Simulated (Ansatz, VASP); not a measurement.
## C (Diamond): VASP beside Ansatz

Wanted: the spread between two codes on one cell, functional and k mesh. The cell is taken from a series of runs on this material, whose earlier steps may have relaxed, scaled, displaced or heated it; both programs get it as it stands.

Main program and level: Ansatz 0.2.0; plane waves, with VASP 6.6.1 beside it; zone-centre phonons at LDA.

## 1. The structure

Symmetry: Fd-3m, No. 227, cubic system. Conventional cell: a = 3.514 Å, b = 3.514 Å, c = 3.514 Å, α = 90.00°, β = 90.00°, γ = 90.00°. C has 4 C at 1.52 Å nearest.

Coordinates:

```cif
data_structure
_symmetry_space_group_name_H-M 'P 1'
_symmetry_Int_Tables_number 1
_cell_length_a 2.4848
_cell_length_b 2.4848
_cell_length_c 2.4848
_cell_angle_alpha 60.000
_cell_angle_beta 60.000
_cell_angle_gamma 60.000
_cell_volume 10.85
loop_
_atom_site_label
_atom_site_type_symbol
_atom_site_fract_x
_atom_site_fract_y
_atom_site_fract_z
_atom_site_occupancy
C1 C 0.00000 0.00000 0.00000 1
C2 C 0.25000 0.25000 0.25000 1
```

## 2. Ansatz: zone-centre phonons, LDA

Ansatz runs on its default PAW (the set named soft_2) files.

Second derivatives magnify differences that forces hide, and they need a tight electronic threshold.

Input file input.yaml:

```yaml
crystal:
  lattice:
    - [0.0, 1.7569949407, 1.7569949407]
    - [1.7569949407, 0.0, 1.7569949407]
    - [1.7569949407, 1.7569949407, 0.0]
  atoms:
    - { symbol: C, position: [0.0, 0.0, 0.0] }
    - { symbol: C, position: [0.25, 0.25, 0.25] }
kpoints:
  mp_grid: { grid: [12, 12, 12] }
hamiltonian:
  xc: lda
scf:
  occupations: { method: fixed }
  lower_state_search: "off"
output:
  eigenvalues: true
phonons:
  method: dfpt
  dielectric: true
  rigid_motions: translations
  qmesh: [6, 6, 6]
  temperatures: { t_max: 1000, t_step: 50 }
  qpath:
    path:
      - [[0.0, 0.0, 0.0], [0.5, 0.0, 0.5], [0.625, 0.25, 0.625]]
      - [[0.375, 0.375, 0.75], [0.0, 0.0, 0.0], [0.5, 0.5, 0.5], [0.5, 0.25, 0.75], [0.5, 0.0, 0.5]]
    npoints: 10
```

Launch:

```bash
> ansatz run input.yaml --threads 8 --pin off --max-ram 16384MiB --backend cpu --events-out ev --progress --plain --runs-dir out
```

Numbers of over 12 decimals in the logs are rounded to 6 here.

The program printed:

```text
Engine: ansatz 0.2.0, aarch64-unknown-linux-gnu
Pseudopotentials: kind: paw
Pseudopotential: C, paw, valence charge 4, recommended cutoff 420 eV (normal), C.paw.azcp
Functional definition: SPW92
  exchange = slater_x
  correlation = pw_c
Crystal: 2 atoms, lattice volume = 10.848 Å³
Basis set: ecut = 420 eV, 181 PW (Γ), exchange–correlation on 40×40×40 points (8 copies of the dense FFT grid, shifted against one another)
Bands: 8, of which v1, the nominal top of the filled ones, is band 4 counted from 1 (3 counted from 0)
Symmetry: 48 space group operations
k-points: 280 of 1728 (irreducible under 4 space group operations, time reversal used)
Non-local potential: C, projectors of the file, l = 0: 2, l = 1: 2, l = 2: 1
PAW form: soft (Blöchl's): semilocal exchange-correlation on the pseudo side does not see the compensation charge
PAW frozen core: C, regenerated for the run's functional, and the local potential with it (the file was generated under x = pbe(κ = 0.804, μ = 0.219515), c = pbe(β = 0.066725))
PAW one-centre angular grid: C, 110 points (default); XC on 64 Gauss nodes
Initial density: superposition of atomic densities (neutral atoms: chi_scale 0, normalization atom), corrected by the library's trained network
Initial wavefunctions: pseudopotential atomic-orbital guess
Functional: x = slater, c = lda
SCF iter   1: F=—  HF=-485.982386 eV  |F-HF|=—  |Δ(HF+E_count)|=         —  Δρ=7.70e-3  dr2=2.52e-3  ethr=1.77e-3  ⟨swp⟩=3.9  Hψ=13283  notcnv=0  defer=465
preconditioner: auto → none  [insulator: Δε(μ)=4.223 eV  Ē_g=20.144 eV  n_scr=0 (ndim 8)  ℏωp=31.9 eV  f_vac=0.000  ε∞_Penn≈3.5]
SCF iter   2: F=—  HF=-485.981735 eV  |F-HF|=—  |Δ(HF+E_count)|=   6.51e-4  Δρ=3.63e-3  dr2=5.16e-4  ethr=3.15e-5  ⟨swp⟩=1.4  Hψ=4586  notcnv=0  defer=471
SCF iter   3: F=—  HF=-485.981592 eV  |F-HF|=—  |Δ(HF+E_count)|=   1.43e-4  Δρ=1.20e-4  dr2=7.13e-7  ethr=6.45e-6  ⟨swp⟩=1.5  Hψ=2407  notcnv=0  defer=547
SCF iter   4: F=—  HF=-485.981593 eV  |F-HF|=—  |Δ(HF+E_count)|=   8.30e-7  Δρ=2.40e-5  dr2=3.41e-8  ethr=8.91e-9  ⟨swp⟩=2.3  Hψ=3282  notcnv=0
SCF iter   5: F=—  HF=-485.981593 eV  |F-HF|=—  |Δ(HF+E_count)|=   1.20e-9  Δρ=1.04e-5  dr2=9.91e-9  ethr=4.27e-10  ⟨swp⟩=2.0  Hψ=3360  notcnv=0
SCF iter   6: F=—  HF=-485.981593 eV  |F-HF|=—  |Δ(HF+E_count)|=   3.43e-9  Δρ=4.24e-6  dr2=1.68e-9  ethr=1.24e-10  ⟨swp⟩=2.0  Hψ=3216  notcnv=0
SCF iter   7: F=-485.981593 eV  HF=-485.981593 eV  |F-HF|=2.30e-11  |Δ(HF+E_count)|=  6.96e-10  Δρ=6.56e-7  dr2=4.03e-11  ethr=1.25e-12  ⟨swp⟩=5.3  Hψ=13075  notcnv=0
SCF 1 converged in 7 iterations: F = -485.981593 eV  dr2 = 4.03e-11
  greatest PAW one-centre occupation: 0.643 electrons in one spin orbital (limit 2), on the C atom at site 1 (counted from 0), in its partial waves of l = 0
NSCF: frozen V_eff on 1 k-points
DFPT response loops at Γ: preconditioner auto → none (the input reference at scf.mixing.eps_inf says where Resta's filter doesn't serve); β = 0.50; Broyden in place of MSR1
── the response to a field inside a basis, on 12×12×12 k-points: an SCF that follows is theirs, and a resumed run solves both again ──
Bands: 5, of which v1, the nominal top of the filled ones, is band 4 counted from 1 (3 counted from 0)
k-points: 182 of 1728 (irreducible under 12 space group operations)
Initial density: handed on by an earlier stage of this run
Initial wavefunctions: pseudopotential atomic-orbital guess (no wavefunctions were taken with the density)
Eigensolver: Dense (182 Hₖ)
SCF iter   1: F=—  HF=-485.987759 eV  |F-HF|=—  |Δ(HF+E_count)|=         —  Δρ=9.75e-4  dr2=1.47e-5  ethr=1.00e-1
preconditioner: auto → none  [insulator: Δε(μ)=4.450 eV  Ē_g=16.310 eV  n_scr=0 (ndim 8)  ℏωp=31.9 eV  f_vac=0.000  ε∞_Penn≈4.8]
SCF iter   2: F=—  HF=-485.987762 eV  |F-HF|=—  |Δ(HF+E_count)|=   2.95e-6  Δρ=4.77e-4  dr2=3.18e-6  ethr=1.84e-7
SCF iter   3: F=-485.987763 eV  HF=-485.987763 eV  |F-HF|=7.10e-9  |Δ(HF+E_count)|=   1.52e-6  Δρ=2.59e-5  dr2=9.57e-9  ethr=3.98e-8
SCF 1 converged in 3 iterations: F = -485.987763 eV  dr2 = 9.57e-9
  greatest PAW one-centre occupation: 0.644 electrons in one spin orbital (limit 2), on the C atom at site 1 (counted from 0), in its partial waves of l = 0
DFPT response loops at Γ: mixed as the last ones told, above
NSCF: frozen V_eff on 72 k-points
NSCF: frozen V_eff on 1872 k-points
DFPT response loops at q = (0, 0, 0.166667) (fractional): mixed as the last ones told, above
NSCF: frozen V_eff on 1872 k-points
DFPT response loops at q = (0, 0, 0.333333) (fractional): mixed as the last ones told, above
NSCF: frozen V_eff on 952 k-points
DFPT response loops at q = (0, 0, -0.5) (fractional): mixed as the last ones told, above
NSCF: frozen V_eff on 1020 k-points
DFPT response loops at q = (0, 0.166667, 0.166667) (fractional): mixed as the last ones told, above
NSCF: frozen V_eff on 3456 k-points
DFPT response loops at q = (0, 0.166667, 0.333333) (fractional): mixed as the last ones told, above
NSCF: frozen V_eff on 3456 k-points
DFPT response loops at q = (0, 0.166667, -0.5) (fractional): mixed as the last ones told, above
NSCF: frozen V_eff on 3456 k-points
DFPT response loops at q = (0, 0.166667, -0.333333) (fractional): mixed as the last ones told, above
NSCF: frozen V_eff on 1872 k-points
[...]
ASR residual per site (eV/Å²): 2.63e-4 2.63e-4
  Γ frequencies (cm⁻¹): 0.00 0.00 0.00 1343.87 1343.87 1343.87
  ε∞ (high-frequency dielectric tensor):
        5.744809    -0.000000    -0.000000
       -0.000000     5.744809     0.000000
       -0.000000     0.000000     5.744809
  ε⁰ (static dielectric tensor: ions relaxed, cell fixed):
        5.744809    -0.000000    -0.000000
       -0.000000     5.744809     0.000000
       -0.000000     0.000000     5.744809
  ε⁰ − ε∞ (ionic part):
        0.000000     0.000000    -0.000000
        0.000000     0.000000     0.000000
       -0.000000     0.000000     0.000000
  softest optical mode at Γ: 1343.87 cm⁻¹; the repairs (sum rule, projections) moved no ω² at Γ by more than (2.44 cm⁻¹)²
  Born effective charges Z* (e; rows j = field, columns β = displacement):
    site 0:
         0.00000   -0.00000   -0.00000
         0.00000    0.00000   -0.00000
         0.00000    0.00000    0.00000
    site 1:
         0.00000    0.00000    0.00000
        -0.00000    0.00000    0.00000
        -0.00000   -0.00000    0.00000
  Z* charge neutrality: 4.496e-4 e pre-enforcement
  solved inside a basis spanned on kpoints, on 12×12×12 k-points, its susceptibility summed on 18×18×18: ε∞ is read to err by 1.5e-2, Z* by 4.3e-3 e (field_mesh: kpoints solves on kpoints)
  optical modes at Γ without the LO–TO term, one row a degenerate level:
      ω (cm⁻¹)  modes    IR ((D/Å)²/amu)
       1343.87      3             0.0000
  optical modes at Γ + LO–TO along q̂ = [1.0000, 0.0000, 0.0000]:
      ω (cm⁻¹)  modes    IR ((D/Å)²/amu)
       1343.87      3             0.0000
  optical modes at Γ + LO–TO along q̂ = [0.0000, 1.0000, 0.0000]:
      ω (cm⁻¹)  modes    IR ((D/Å)²/amu)
       1343.87      3             0.0000
  optical modes at Γ + LO–TO along q̂ = [0.0000, 0.0000, 1.0000]:
      ω (cm⁻¹)  modes    IR ((D/Å)²/amu)
       1343.87      3             0.0000
--- Phonons (arbitrary-q DFPT): 16 irreducible q on the 6×6×6 mesh ---
  q = [0.0000, 0.0000, 0.0000] (star 1, of the zone-centre solve; hermiticity 7.13e-16, symmetrization 1.07e-15): -0.00 0.00 0.00 1343.87 1343.87 1343.87
  q = [0.0000, 0.0000, 0.1667] (star 8, 1 solved perturbation on 936 of 1728 k-point pairs; hermiticity 2.07e-9, symmetrization 2.70e-15): 302.73 302.73 499.87 1315.86 1315.86 1352.29
  q = [0.0000, 0.0000, 0.3333] (star 8, 1 solved perturbation on 936 of 1728 k-point pairs; hermiticity 5.15e-9, symmetrization 4.28e-15): 492.57 492.57 901.92 1270.95 1270.95 1334.47
  q = [0.0000, 0.0000, -0.5000] (star 4, 1 solved perturbation on 476 of 1728 k-point pairs; hermiticity 4.39e-15, symmetrization 3.07e-15): 552.18 552.18 1100.31 1253.42 1253.42 1276.59
  q = [0.0000, 0.1667, 0.1667] (star 6, 2 solved perturbations in 804 linear systems a pass and spin channel, the states on 510 of 1728 k-point pairs; hermiticity 2.83e-9, symmetrization 1.89e-12): 385.82 385.82 537.74 1297.27 1297.27 1359.30
  q = [0.0000, 0.1667, 0.3333] (star 24, 2 solved perturbations in 2664 linear systems a pass and spin channel, the states on 1728 of 1728 k-point pairs; hermiticity 9.40e-9, symmetrization 2.72e-15): 545.58 602.95 812.52 1249.32 1255.83 1339.55
  q = [0.0000, 0.1667, -0.5000] (star 24, 2 solved perturbations in 2664 linear systems a pass and spin channel, the states on 1728 of 1728 k-point pairs; hermiticity 2.51e-9, symmetrization 2.29e-15): 627.97 720.15 1045.80 1215.53 1225.68 1273.11
  q = [0.0000, 0.1667, -0.3333] (star 24, 2 solved perturbations in 2664 linear systems a pass and spin channel, the states on 1728 of 1728 k-point pairs; hermiticity 5.59e-9, symmetrization 6.87e-15): 607.22 701.94 975.20 1219.42 1254.30 1282.45
  q = [0.0000, 0.1667, -0.1667] (star 12, 2 solved perturbations in 1446 linear systems a pass and spin channel, the states on 936 of 1728 k-point pairs; hermiticity 5.08e-9, symmetrization 1.72e-15): 466.18 552.92 700.93 1270.73 1294.87 1331.19
  q = [0.0000, 0.3333, 0.3333] (star 6, 2 solved perturbations in 804 linear systems a pass and spin channel, the states on 510 of 1728 k-point pairs; hermiticity 1.69e-8, symmetrization 4.62e-13): 669.56 669.56 968.63 1192.76 1192.76 1350.20
  q = [0.0000, 0.3333, -0.5000] (star 24, 2 solved perturbations in 2664 linear systems a pass and spin channel, the states on 1728 of 1728 k-point pairs; hermiticity 5.80e-9, symmetrization 1.95e-15): 743.44 859.16 1040.95 1151.49 1177.83 1284.01
  q = [0.0000, 0.3333, -0.3333] (star 12, 2 solved perturbations in 1446 linear systems a pass and spin channel, the states on 936 of 1728 k-point pairs; hermiticity 3.49e-9, symmetrization 2.62e-15): 725.40 1001.22 1003.24 1095.07 1158.05 1285.55
  q = [0.0000, -0.5000, -0.5000] (star 3, 2 solved perturbations in 443 linear systems a pass and spin channel, the states on 280 of 1728 k-point pairs; hermiticity 1.92e-15, symmetrization 3.76e-15): 791.10 791.10 1122.52 1122.52 1236.51 1236.51
  q = [0.1667, 0.3333, -0.5000] (star 24, 3 solved perturbations on 936 of 1728 k-point pairs; hermiticity 6.78e-9, symmetrization 8.70e-16): 711.65 790.15 928.16 1178.48 1246.47 1278.20
  q = [0.1667, 0.3333, -0.3333] (star 24, 2 solved perturbations in 2604 linear systems a pass and spin channel, the states on 1728 of 1728 k-point pairs; hermiticity 1.86e-9, symmetrization 3.48e-13): 776.25 893.98 1056.58 1093.71 1199.93 1253.21
  q = [0.1667, -0.5000, -0.3333] (star 12, 3 solved perturbations on 510 of 1728 k-point pairs; hermiticity 5.59e-9, symmetrization 1.81e-13): 882.75 882.75 1071.16 1071.16 1213.81 1213.81
  sum rule: each row above includes the acoustic sum rule's correction from the zone centre's row sums; it moved no ω² by more than (2.44 cm⁻¹)²
  mesh force constants: q→R imaginary residual 2.58e-19; ASR residual 2.628e-4 → 0.000e0 eV/Å²; symmetrization residual 4.263e-14 eV/Å²
  interpolated dispersion: 62 rows × 6 modes
  density of states and harmonic sums: on the 30×30×30 q-mesh, interpolated from the force constants of a 6×6×6 supercell (no non-analytic term)
  largest difference from the sums on the solved wave vectors: F 2.04e-3 eV, S 3.23e-6 and C_V 1.19e-6 eV/K
  zero-point energy: 0.372914 eV/cell   skipped modes (ω ≤ 0): 3   left out of the sums: 1.85e-5 of the cell's modes: C_V's classical limit lies that fraction below 3 k_B per atom; for a crystal, a wire or a layer, F and S can be off by more, and a phonons.interpolated_qmesh denser along its periods is the remedy for the sampling
[key lines of the parts left out:]
SCF converged after 7 iterations
Free energy (F): -485.981593 eV
Fermi energy:    13.881298 eV
```

In the SCF lines HF is the Harris–Foulkes energy and dr2 the Hartree energy of the density residual, in eV; the loop may stop once dr2 is under the threshold and the program's other checks hold. Hψ counts applications of the Hamiltonian.

[end of part 1 of 2]

[Lines on the potential files, build, host, timing and source positions are cut from VASP's logs without a mark.]

[Logs are printed without paths, hosts, clocks, repeated set-up lines and the standing remarks that a program may print on its own settings, such as how far it seeks lower states.]

[Hosts, paths, dates, database ids (printed as entryN), source tags and the programs' standing remarks are cut or masked in the printed files.]
